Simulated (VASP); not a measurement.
A convergence study with VASP on Ag (fcc): a few settings are varied, all else stays as given below, so the limit is that of these other settings. The cell's lengths are 1 % over those of the tabulated start, so it is off equilibrium.

```
Ag
1.0
    0.00000     2.06545     2.06545
    2.06545     0.00000     2.06545
    2.06545     2.06545     0.00000
Ag
1
Direct
  0.00000   0.00000   0.00000
```

Method: PBE GGA, VASP's PBE PAW potentials (set 64) (plane waves; VASP 6.6.1). The last row used: 900 eV cut-off, 13×13×13 Γ-centred mesh, first-order Methfessel-Paxton smearing of 0.10 eV, potentials Ag_pv.

Energies of different potentials or hybrids have different zeros.

```csv
setting,E (eV/atom),pressure (GPa),plane waves
"ENCUT = 300, POTCAR Ag",-2.7230,0.67,218
"ENCUT = 400, POTCAR Ag",-2.7144,0.45,331
"ENCUT = 520, POTCAR Ag",-2.7144,0.78,495
"ENCUT = 700, POTCAR Ag",-2.7141,0.84,751
"ENCUT = 900, POTCAR Ag",-2.7138,0.82,1093
"ENCUT = 300, POTCAR Ag_pv",-2.6847,-10.24,218
"ENCUT = 400, POTCAR Ag_pv",-2.7035,-0.68,331
"ENCUT = 520, POTCAR Ag_pv",-2.6983,0.57,495
"ENCUT = 700, POTCAR Ag_pv",[?],[?],751
"ENCUT = 900, POTCAR Ag_pv",[?],[?],1093
```

**Question.** Complete the blanks.

**Answer.** 
- ENCUT = 700, POTCAR Ag_pv, E (eV/atom): -2.6985
- ENCUT = 700, POTCAR Ag_pv, pressure (GPa): 1.09
- ENCUT = 900, POTCAR Ag_pv, E (eV/atom): -2.6986
- ENCUT = 900, POTCAR Ag_pv, pressure (GPa): 1.28

Left out are rungs that failed or repeat a setting and relaxations that didn't move; long series are thinned to 24 rows.

The compound is Ag in the fcc structure. The cell was not relaxed at this level.
